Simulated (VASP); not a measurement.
Consider the following.

```xyz
4
Lattice="3.6624 0.0000 0.0000 0.0000 3.6624 0.0000 0.0000 0.0000 4.2498" Properties=species:S:1:pos:R:3 pbc="T T T"
Sn     1.8312     0.0000     3.0921
Sn     0.0000     1.8312     1.1577
O      1.8312     1.8312     0.0000
O      0.0000     0.0000     0.0000
```

Calculation: LDA (Ceperley-Alder, Perdew-Zunger), VASP's LDA PAW potentials (set 64) (plane waves; VASP). Run with 620 eV cut-off, 8×8×7 Γ-centred mesh, first-order Methfessel-Paxton smearing of 0.10 eV, potentials Sn_d O.

Energy and stress use the plane-wave basis of the starting cell.

**Question.** The ions, cell shape and volume at an external pressure of 20.0 GPa are relaxed. Give the cell that the relaxation ends in.

**Answer.** 
```xyz
4
Lattice="3.5799 0.0000 0.0000 0.0000 3.5799 0.0000 0.0000 0.0000 4.1101" Properties=species:S:1:pos:R:3 pbc="T T T"
Sn     1.7900     3.5799     2.9426
Sn     0.0000     1.7900     1.1675
O      1.7900     1.7900     0.0000
O      0.0000     3.5799     0.0000
```
Space group P4/nmm (129), at a tolerance of 0.03 Å.

**Question.** How do energy and volume change from the first to the last step?

**Answer.** The energy (σ→0) changes by +98.1 meV/atom and the volume by -7.6 %, in 11 ionic steps.

The compound is SnO in the litharge structure. This run relaxes it under an external pressure of 20 GPa. Symmetry was kept, so distortions that lower it aren't found.
